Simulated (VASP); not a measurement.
Level of theory: AM05 GGA, VASP's PBE PAW potentials (set 64) (plane waves; VASP).

Input for VASP

File KPOINTS:
```
k-points along high-symmetry lines
15
Line-mode
Reciprocal
  0.000000   0.000000   0.000000 ! GAMMA
  0.000000   0.500000   0.000000 ! X

  0.000000   0.500000   0.000000 ! X
  0.500000   0.500000   0.000000 ! M

  0.500000   0.500000   0.000000 ! M
  0.000000   0.000000   0.000000 ! GAMMA

  0.000000   0.000000   0.000000 ! GAMMA
  0.500000   0.500000   0.500000 ! R

  0.500000   0.500000   0.500000 ! R
  0.000000   0.500000   0.000000 ! X

  0.500000   0.500000   0.500000 ! R
  0.500000   0.500000   0.000000 ! M
```

POSCAR:
```
NiAl
1
    2.8635489126     0.0000000000     0.0000000000
    0.0000000000     2.8635489126     0.0000000000
    0.0000000000     0.0000000000     2.8635489126
Al Ni
1 1
Direct
  0.5000000000   0.5000000000   0.5000000000
  0.0000000000   0.0000000000   0.0000000000
```

### INCAR
```
# general
SYSTEM  = NiAl
PREC    = Accurate
ENCUT   = 520
LREAL   = .FALSE.
LASPH   = .TRUE.
ICHARG  = 11

# electronic loop
EDIFF   = 1E-7
NELM    = 100
ALGO    = Normal
LMAXMIX = 4

# smearing
ISMEAR  = 0
SIGMA   = 0.05

# functional
GGA     = AM

# output
LWAVE   = .FALSE.
LCHARG  = .FALSE.
LORBIT  = 11
```

POTCAR, in this order: Al Ni (PBE.64 set). Program: vasp_std. Read from the step before: CHGCAR.

The run wrote:

OSZICAR:
```
       N       E                     dE             d eps       ncg     rms          rms(c)
DAV:   1     0.422916167281E+02    0.42292E+02   -0.58100E+03  1800   0.140E+03
DAV:   2    -0.900632625721E+01   -0.51298E+02   -0.48018E+02  1810   0.210E+02
DAV:   3    -0.101628106688E+02   -0.11565E+01   -0.11438E+01  2314   0.410E+01
DAV:   4    -0.101773225584E+02   -0.14512E-01   -0.14508E-01  2182   0.384E+00
DAV:   5    -0.101777813692E+02   -0.45881E-03   -0.45880E-03  2160   0.657E-01
DAV:   6    -0.101778030938E+02   -0.21725E-04   -0.21723E-04  2444   0.123E-01
DAV:   7    -0.101778035231E+02   -0.42930E-06   -0.42971E-06  2162   0.136E-02
DAV:   8    -0.101778035436E+02   -0.20489E-07   -0.20512E-07  1736   0.247E-03
   1 F= -.10177804E+02 E0= -.10177686E+02  d E =-.235087E-03
```

File OUTCAR:
```
 val. band max:       11.0932871499   @ k =   0.4286   0.5000   0.4286

 cond. band min:      11.1923546840   @ k =   0.2500   0.2500   0.0000



 k-point     1 :       0.0000    0.0000    0.0000
  band No.  band energies     occupation
      1      -1.1103      2.00000
      2       6.8185      2.00000
      3       6.8185      2.00000
      4       8.5711      2.00000
      5       8.5711      2.00000
      6       8.5711      2.00000
      7      15.7372      0.00000
      8      15.7372      0.00000
      9      15.7372      0.00000
     10      18.3098      0.00000

 k-point     2 :       0.0000    0.0357    0.0000
  band No.  band energies     occupation
      1      -1.0865      2.00000
      2       6.8172      2.00000
      3       6.8243      2.00000
      4       8.5604      2.00000
      5       8.5604      2.00000
      6       8.5722      2.00000
      7      15.4264      0.00000
      8      15.7689      0.00000
      9      15.7689      0.00000
     10      18.3110      0.00000

 k-point     3 :       0.0000    0.0714    0.0000
  band No.  band energies     occupation
      1      -1.0151      2.00000
      2       6.8119      2.00000
      3       6.8414      2.00000
      4       8.5292      2.00000
      5       8.5292      2.00000
      6       8.5755      2.00000
      7      14.7407      0.00000
      8      15.8629      0.00000
      9      15.8629      0.00000
     10      18.3141      0.00000

 k-point     4 :       0.0000    0.1071    0.0000
  band No.  band energies     occupation
      1      -0.8965      2.00000
      2       6.7981      2.00000
      3       6.8691      2.00000
      4       8.4799      2.00000
      5       8.4799      2.00000
      6       8.5809      2.00000
      7      13.9401      0.00000
      8      16.0172      0.00000
      9      16.0172      0.00000
     10      18.3193      0.00000

 k-point     5 :       0.0000    0.1429    0.0000
  band No.  band energies     occupation
...
```

The density is held fixed in this step, so its total energy and stress have no physical meaning.

The compound is NiAl in the CsCl type structure. It was relaxed first. The run is not spin-polarised, so no magnetic state was tried. The electron count is odd and the run is not spin-polarised, which forces a metal.
